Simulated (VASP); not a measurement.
# BePtC3 (Pm-3m) in VASP: notebook

The runs below take BePtC3 through relaxation of cell and atoms, with PBE, PBEsol.

Everything below comes from runs of VASP 6.6.1. Logs are shortened: lines on timing, memory, paths and dates and some standing lists are left out, and cuts for length are marked.

**1. The structure**

Symmetry: Pm-3m, No. 221, cubic system. Conventional cell: a = 3.608 Å, b = 3.608 Å, c = 3.608 Å, α = 90.00°, β = 90.00°, γ = 90.00°. Around Be (site symmetry m-3m) lie 6 C at 1.80 Å. Pt (site symmetry m-3m) has 12 C at 2.55 Å as nearest neighbours. C (site symmetry 4/mmm) has 2 Be at 1.80 Å as nearest neighbours.

The cell was built by a generator and needn't be a form met in nature.

**2. Relaxation of cell and atoms, PBE**

INCAR reads:

```
SYSTEM = BePtC3
  PREC = Accurate
  ENCUT = 600
  EDIFF = 1E-6
  ISMEAR = 0
  SIGMA = 0.05
  LREAL = .False.
  LASPH = .True.
  NELM = 80
  ALGO = Fast
  ISIF = 3
  LWAVE = .False.
  LCHARG = .False.
  GGA = PE
  IBRION = 2
  NSW = 40
  EDIFFG = -0.01
```

KPOINTS reads:

```
regular mesh
0
Gamma
  7 7 7
  0 0 0
```

POSCAR reads:

```
BePtC3
1.0
    3.6083000000      0.0000000000      0.0000000000
    0.0000000000      3.6083000000      0.0000000000
    0.0000000000      0.0000000000      3.6083000000
Be Pt C
1 1 3
Direct
    0.5000000000      0.5000000000      0.5000000000
    0.0000000000      0.0000000000      0.0000000000
    0.5000000000      0.5000000000      0.0000000000
    0.0000000000      0.5000000000      0.5000000000
    0.5000000000      0.0000000000      0.5000000000
```

Potentials or basis: VASP PAW PBE potentials, release 64 (Be, Pt, C).

The run is started by

```sh
> cat potpaw_PBE.64/Be/POTCAR potpaw_PBE.64/Pt/POTCAR potpaw_PBE.64/C/POTCAR > POTCAR
> mpirun -np 1 vasp_std > vasp.out
```

OUTCAR:

```text
SYSTEM = BePtC3
   PREC = Accurate
   ENCUT = 600
   EDIFF = 1E-6
   ISMEAR = 0
   LREAL = .False.
   LASPH = .True.
   NELM = 80
   ISIF = 3
   GGA = PE
   IBRION = 2
   NSW = 40
   EDIFFG = -0.01

 ion  position               nearest neighbor table
   1  0.500  0.500  0.500-   3 1.80   4 1.80   5 1.80   3 1.80   5 1.80   4 1.80
   2  0.000  0.000  0.000-   3 2.55   4 2.55   5 2.55   4 2.55   5 2.55   3 2.55   4 2.55   4 2.55
                             3 2.55   5 2.55   5 2.55   3 2.55
   3  0.500  0.500  0.000-   1 1.80   1 1.80   2 2.55   2 2.55   2 2.55   2 2.55
   4  0.000  0.500  0.500-   1 1.80   1 1.80   2 2.55   2 2.55   2 2.55   2 2.55
   5  0.500  0.000  0.500-   1 1.80   1 1.80   2 2.55   2 2.55   2 2.55   2 2.55

  LATTYP: Found a simple cubic cell.
 ALAT       =     3.6083000000

  Lattice vectors:

 A1 = (   3.6083000000,   0.0000000000,   0.0000000000)
 A2 = (   0.0000000000,   3.6083000000,   0.0000000000)
 A3 = (   0.0000000000,   0.0000000000,   3.6083000000)

Analysis of symmetry for initial positions (statically):
=====================================================================
 Subroutine PRICEL returns:
 Original cell was already a primitive cell.

 Routine SETGRP: Setting up the symmetry group for a
 simple cubic supercell.

 Subroutine GETGRP returns: Found 48 space group operations
 (whereof 48 operations were pure point group operations)
 out of a pool of 48 trial point group operations.

The static configuration has the point symmetry O_h .

Analysis of symmetry for dynamics (positions and initial velocities):
=====================================================================
 Subroutine PRICEL returns:
 Original cell was already a primitive cell.

 Routine SETGRP: Setting up the symmetry group for a
 simple cubic supercell.

 Subroutine GETGRP returns: Found 48 space group operations
 (whereof 48 operations were pure point group operations)
 out of a pool of 48 trial point group operations.

The dynamic configuration has the point symmetry O_h .

 Subroutine INISYM returns: Found 48 space group operations
 (whereof 48 operations are pure point group operations),
 and found     1 'primitive' translations

----------------------------------------------------------------------------------------

                                     Primitive cell

  volume of cell :      46.9794

  direct lattice vectors                    reciprocal lattice vectors
     3.608300000  0.000000000  0.000000000     0.277138819  0.000000000  0.000000000
     0.000000000  3.608300000  0.000000000     0.000000000  0.277138819  0.000000000
     0.000000000  0.000000000  3.608300000     0.000000000  0.000000000  0.277138819

  length of vectors
     3.608300000  3.608300000  3.608300000     0.277138819  0.277138819  0.277138819

  position of ions in fractional coordinates (direct lattice)
     0.500000000  0.500000000  0.500000000
     0.000000000  0.000000000  0.000000000
     0.500000000  0.500000000  0.000000000
     0.000000000  0.500000000  0.500000000
     0.500000000  0.000000000  0.500000000

  ion indices of the primitive-cell ions
   primitive index   ion index
                 1           1
                 2           2
                 3           3
                 4           4
                 5           5

----------------------------------------------------------------------------------------

 KPOINTS: regular mesh

Automatic generation of k-mesh.
 Grid dimensions read from file:
 generate k-points for:    7    7    7

 Generating k-lattice:

  Cartesian coordinates                     Fractional coordinates (reciprocal lattice)
     0.039591260  0.000000000  0.000000000     0.142857143  0.000000000  0.000000000
     0.000000000  0.039591260  0.000000000     0.000000000  0.142857143  0.000000000
     0.000000000  0.000000000  0.039591260     0.000000000  0.000000000  0.142857143

  Length of vectors
     0.039591260  0.039591260  0.039591260

  Shift w.r.t. Gamma in fractional coordinates (k-lattice)
     0.000000000  0.000000000  0.000000000

 Subroutine IBZKPT returns following result:
 ===========================================

 Found     20 irreducible k-points:

 Following reciprocal coordinates:
            Coordinates               Weight
  0.000000  0.000000  0.000000      1.000000
  0.142857  0.000000  0.000000      6.000000
  0.285714  0.000000  0.000000      6.000000
  0.428571  0.000000  0.000000      6.000000
  0.142857  0.142857  0.000000     12.000000
  0.285714  0.142857  0.000000     24.000000
[... 12 lines left out ...]
  0.428571  0.428571  0.285714     24.000000
  0.428571  0.428571  0.428571      8.000000
   k-points           NKPTS =     20   k-points in BZ     NKDIM =     20   number of bands    NBANDS=     16
   number of dos      NEDOS =    301   number of ions     NIONS =      5
   total plane-waves  NPLWV =  27000
   dimension x,y,z NGX =    30 NGY =   30 NGZ =   30
   dimension x,y,z NGXF=    60 NGYF=   60 NGZF=   60
   ions per type =               1   1   3
   NGX,Y,Z   is equivalent  to a cutoff of  13.82, 13.82, 13.82 a.u.
   NGXF,Y,Z  is equivalent  to a cutoff of  27.64, 27.64, 27.64 a.u.
 SYSTEM =  BePtC3
   PREC   = accura    normal or accurate (medium, high low for compatibility)
   ISTART =      0    job   : 0-new  1-cont  2-samecut
   ICHARG =      2    charge: 1-file 2-atom 10-const
   ISPIN  =      1    spin polarized calculation?
   LNONCOLLINEAR =      F non collinear calculations
   LSORBIT =      F    spin-orbit coupling
   LASPH  =      T    aspherical Exc in radial PAW
   ENCUT  =  600.0 eV  44.10 Ry    6.64 a.u.   7.21  7.21  7.21*2*pi/ulx,y,z
   NELM   =     80;   NELMIN=  2; NELMDL= -5     # of ELM steps
   EDIFF  = 0.1E-05   stopping-criterion for ELM
   LREAL  =      F    real-space projection
   EDIFFG = -.1E-01   stopping-criterion for IOM
   NSW    =     40    number of steps for IOM
   IBRION =      2    ionic relax: 0-MD 1-quasi-New 2-CG
   NFREE  =      1    steps in history (QN), initial steepest desc. (CG)
   ISIF   =      3    stress and relaxation
   ISYM   =      2    0-nonsym 1-usesym 2-fastsym
   POTIM  = 0.5000    time-step for ionic-motion
   TEBEG  =    0.0;   TEEND  =   0.0 temperature during run
   PSTRESS=    0.0 pullay stress
   NELECT =      24.0000    total number of electrons
   NUPDOWN=      -1.0000    fix difference up-down
   EMIN   =  10.00;   EMAX   =-10.00  energy-range for DOS
   EFERMI =   0.00;   METHOD = LEGACY
   ISMEAR =     0;   SIGMA  =   0.05  broadening in eV -4-tet -1-fermi 0-gaus
   EFERMI_NEDOS =   21; number of points for ismear=-14 and -15
   IALGO  =     68    algorithm
   IMIX   =      4    mixing-type and parameters
     AMIX     =   0.40;   BMIX     =  1.00
     AMIX_MAG =   1.60;   BMIX_MAG =  1.00
  volume/ion in A,a.u.               =       9.40        63.41
  Fermi-wavevector in a.u.,A,eV,Ry     =   1.308708  2.473099 23.302908  1.712715
  Thomas-Fermi vector in A             =   2.439356
   LORBIT       =      0    0 simple, 1 ext, 2 COOP (PROOUT), +10 PAW based schemes
   GGA     = PE    functional components
   LHFCALC =     F    Hartree Fock is set to
   AEXX    =    0.0000 exact exchange contribution
   IVDW    =     0    specifies the selected vdW correction
   LEPSILON=     F    determine dielectric tensor
   LRPA    =     F    only Hartree local field effects (RPA)
 conjugate gradient relaxation of ions
 non-spin polarized calculation
 RMM-DIIS sequential band-by-band and
 Gauss-broadening in eV      SIGMA  =   0.05
  energy-cutoff  :      600.00
  volume of cell :       46.98
 maximum number of plane-waves:      1582
 NGX is ok and might be reduce to    30
   NGX = 15   NGY = 15   NGZ = 15

 number of electron      24.0000001 magnetization

 Free energy of the ion-electron system (eV)
  ---------------------------------------------------
  ext. energy  EPLUGINS =         0.00000000
  ---------------------------------------------------
  free energy    TOTEN  =       -25.73036333 eV

  energy without entropy =      -25.72733869  energy(sigma->0) =      -25.72885101

 E-fermi :   7.5893     XC(G=0): -12.2478

 val. band max:        7.4181166000   @ k =   0.4286   0.2857   0.2857
 cond. band min:       7.5948470311   @ k =   0.4286   0.4286   0.1429
 fundamental gap:      0.1767304311
 Fermi energy:         7.5892543039

 k-point     1 :       0.0000    0.0000    0.0000
  band No.  band energies     occupation
      1      -7.3913      2.00000
      2      -0.6806      2.00000
      3      -0.6806      2.00000
      4       1.8730      2.00000
      5       1.8730      2.00000
      6       1.8730      2.00000
[... 8 lines left out ...]
     15       9.4196      0.00000
     16       9.4196      0.00000

 k-point     2 :       0.1429    0.0000    0.0000
  band No.  band energies     occupation
      1      -7.1988      2.00000
      2      -1.5136      2.00000
      3      -0.5414      2.00000
      4       1.8371      2.00000
      5       1.8371      2.00000
      6       2.5760      2.00000
[... 8 lines left out ...]
     15       9.3246      0.00000
     16       9.3255      0.00000

 k-point     3 :       0.2857    0.0000    0.0000
  band No.  band energies     occupation
      1      -6.6370      2.00000
      2      -2.9608      2.00000
      3      -0.1563      2.00000
      4       1.7329      2.00000
      5       1.7329      2.00000
      6       3.7596      2.00000
[... 8 lines left out ...]
     15       9.9676      0.00000
     16       9.9791      0.00000
[... 286 lines left out ...]
 k-point    19 :       0.4286    0.4286    0.2857
  band No.  band energies     occupation
      1      -4.1042      2.00000
      2      -3.2781      2.00000
      3      -3.0903      2.00000
      4       0.9346      2.00000
      5       1.6789      2.00000
      6       2.7545      2.00000
[... 8 lines left out ...]
     15      10.4597      0.00000
     16      10.5030      0.00000

 k-point    20 :       0.4286    0.4286    0.4286
  band No.  band energies     occupation
      1      -3.6624      2.00000
      2      -3.2272      2.00000
      3      -3.2272      2.00000
      4       0.2742      2.00000
      5       2.2690      2.00000
      6       2.5589      2.00000
[... 8 lines left out ...]
     15       9.5695      0.00000
     16      10.7373      0.00000

------------------------ aborting loop because EDIFF is reached ----------------------------------------

  FORCE on cell =-STRESS in cart. coord.  units (eV):
  Direction    XX          YY          ZZ          XY          YZ          ZX
  --------------------------------------------------------------------------------------
  -------------------------------------------------------------------------------------
  Total       -0.0390095     -0.0390095     -0.0390095      0.0000000      0.0000000      0.0000000
  in kB       -1.3303727     -1.3303727     -1.3303727      0.0000000      0.0000000      0.0000000
  external PRESSURE =      -1.3303727 kB  Pullay stress =       0.0000000 kB

 VOLUME and BASIS-vectors are now :
 -----------------------------------------------------------------------------
  energy-cutoff  :      600.00
  volume of cell :       46.98
      direct lattice vectors                 reciprocal lattice vectors
     3.608300000  0.000000000  0.000000000     0.277138819  0.000000000  0.000000000
     0.000000000  3.608300000  0.000000000     0.000000000  0.277138819  0.000000000
     0.000000000  0.000000000  3.608300000     0.000000000  0.000000000  0.277138819

 POSITION                                       TOTAL-FORCE (eV/Angst)
 -----------------------------------------------------------------------------------
      1.80415      1.80415      1.80415         0.000000      0.000000      0.000000
      0.00000      0.00000      0.00000         0.000000      0.000000      0.000000
      1.80415      1.80415      0.00000         0.000000      0.000000      0.000000
      0.00000      1.80415      1.80415         0.000000      0.000000      0.000000
      1.80415      0.00000      1.80415         0.000000      0.000000      0.000000
 -----------------------------------------------------------------------------------
    total drift:                                0.000000      0.000000     -0.000000

  FREE ENERGIE OF THE ION-ELECTRON SYSTEM (eV)
  ---------------------------------------------------
  free  energy   TOTEN  =       -25.7303633304 eV

  energy  without entropy=      -25.7273386885  energy(sigma->0) =      -25.72885101

 reached required accuracy - stopping structural energy minimisation
```

It took 15 s on 1 thread of AMD EPYC 9R14 (Zen 4), shared host; peak memory 0.15 GiB.

Results:

- Free energy: -25.7304 eV
- Pressure after relaxing: -0.1 GPa
- Band gap on the k mesh: none (metal or under the smearing width)

Final structure:
```xyz
5
Lattice="3.6083 0.0000 0.0000 0.0000 3.6083 0.0000 0.0000 0.0000 3.6083" Properties=species:S:1:pos:R:3 pbc="T T T"
Be    1.8041    1.8041    1.8041
Pt    0.0000    0.0000    0.0000
C     1.8041    1.8041    0.0000
C     0.0000    1.8041    1.8041
C     1.8041    0.0000    1.8041
```

Levels at points of the mesh, in eV from the Fermi level:
```tsv
k point	band 8	band 9	band 10	band 11	band 12	band 13	band 14	band 15	band 16
(0.00, 0.00, 0.00)	-2.62	-2.62	-1.90	-1.90	0.71	0.71	0.71	1.83	1.83
```

Caveat: the relaxation stopped at its first step, so nothing moved. Spin-orbit coupling is left out, which matters for the levels of Pt.

**3. Relaxation of cell and atoms, PBEsol, spin-orbit coupling, no magnetisation**

run.py reads:

```python
from ase.calculators.vasp import Vasp
from ase.filters import FrechetCellFilter
from ase.io import read
from ase.optimize import LBFGS

atoms = read('BePtC3.cif', primitive_cell=True, subtrans_included=False)
calc = Vasp(
    directory='calc',
    xc='pbesol',
    pp='PBE',
    setups='minimal',
    prec='Accurate',
    encut=580,
    ediff=1e-06,
    ismear=-5,
    sigma=0.05,
    lreal=False,
    lasph=True,
    nelm=60,
    algo='Normal',
    isif=2,
    lwave=False,
    lcharg=False,
    lorbit=11,
    lsorbit=True,
    gga_compat=False,
    lmaxmix=4,
    kpts=[5, 5, 5],
    gamma=True,
)
atoms.calc = calc
opt = LBFGS(FrechetCellFilter(atoms), trajectory='relax.traj')
converged = opt.run(fmax=0.01, steps=40)
print('converged:', converged)

print('energy (eV):', atoms.get_potential_energy())
print('free energy (eV):', atoms.get_potential_energy(force_consistent=True))
print('forces (eV/A):')
print(atoms.get_forces())
print('stress (eV/A^3, Voigt):', atoms.get_stress())
print('Fermi level (eV):', calc.get_fermi_level())
print('cell (A, degrees):', atoms.cell.cellpar())
print('volume (A^3):', atoms.get_volume())
print('scaled positions:')
print(atoms.get_scaled_positions())
```

BePtC3.cif reads:

```cif
data_BePtC3
_cell_length_a 3.60830000
_cell_length_b 3.60830000
_cell_length_c 3.60830000
_cell_angle_alpha 90.00000000
_cell_angle_beta 90.00000000
_cell_angle_gamma 90.00000000
_space_group_name_H-M_alt 'Pm-3m'
_space_group_name_Hall '-P 4 2 3'
_space_group_IT_number 221
loop_
_space_group_symop_operation_xyz
'x,y,z'
'-x,-y,-z'
'-y,x,z'
'y,-x,-z'
'-x,-y,z'
'x,y,-z'
'y,-x,z'
'-y,x,-z'
'x,-y,-z'
'-x,y,z'
'-y,-x,-z'
'y,x,z'
'-x,y,-z'
'x,-y,z'
'y,x,-z'
'-y,-x,z'
'z,x,y'
'-z,-x,-y'
'z,-y,x'
'-z,y,-x'
'z,-x,-y'
'-z,x,y'
'z,y,-x'
'-z,-y,x'
'-z,x,-y'
'z,-x,y'
'-z,-y,-x'
'z,y,x'
'-z,-x,y'
'z,x,-y'
'-z,y,x'
'z,-y,-x'
'y,z,x'
'-y,-z,-x'
'x,z,-y'
'-x,-z,y'
'-y,z,-x'
'y,-z,x'
'-x,z,y'
'x,-z,-y'
'-y,-z,x'
'y,z,-x'
'-x,-z,-y'
'x,z,y'
'y,-z,-x'
'-y,z,x'
'x,-z,y'
'-x,z,-y'
loop_
_atom_site_label
_atom_site_type_symbol
_atom_site_symmetry_multiplicity
_atom_site_Wyckoff_symbol
_atom_site_fract_x
_atom_site_fract_y
_atom_site_fract_z
_atom_site_occupancy
Be1 Be 1 b 0.5000000000 0.5000000000 0.5000000000 1
Pt1 Pt 1 a 0.0000000000 0.0000000000 0.0000000000 1
C1 C 3 c 0.5000000000 0.5000000000 0.0000000000 1
```

Potentials or basis: VASP PAW PBE potentials, release 64 (Be, Pt, C).

The run is started by

```sh
> python run.py
```

It took 4.2 min on 1 thread of AMD EPYC 9R14 (Zen 4), shared host; peak memory 0.26 GiB.

It converged, with:

| Item | Value |
| --- | --- |
| Free energy | -28.4292 eV |
| Relaxed volume | 9.07 Å³/atom |
| Relaxed cell | a = 3.566 Å, b = 3.566 Å, c = 3.566 Å, α = 90.00°, β = 90.00°, γ = 90.00° |
| Space group after relaxing (to 0.05 Å) | Pm-3m (No. 221) |
| Energy gained by relaxing | 5.7 meV/atom |
| Ionic steps | 4 |
| Pressure after relaxing | 0.0 GPa |
| Valence electrons inside the program's atomic spheres | Be 1.54; Pt 8.96; C 2.17 |

Step by step:
| step | energy change (eV) | largest force (eV/Å) | pressure (GPa) | volume (Å³) |
| --- | --- | --- | --- | --- |
| 1 | 0.0000 | 0.0000 | -6.14 | 46.98 |
| 2 | -0.0050 | 0.0000 | -5.64 | 46.83 |
| 3 | -0.0281 | 0.0000 | 0.25 | 45.29 |
| 4 | -0.0283 | 0.0000 | -0.01 | 45.35 |

Final structure:
```
Be Pt C
1.0
     3.56612   -0.00012   -0.00012
    -0.00012    3.56612   -0.00012
    -0.00012   -0.00012    3.56612
Be Pt C
1 1 3
Direct
  0.50000 0.50000 0.50000
  0.00000 0.00000 0.00000
  0.50000 0.50000 0.00000
  0.00000 0.50000 0.50000
  0.50000 0.00000 0.50000
```

Caveat: the PAW data sets were made with another functional, which shifts forces and pressure a little.
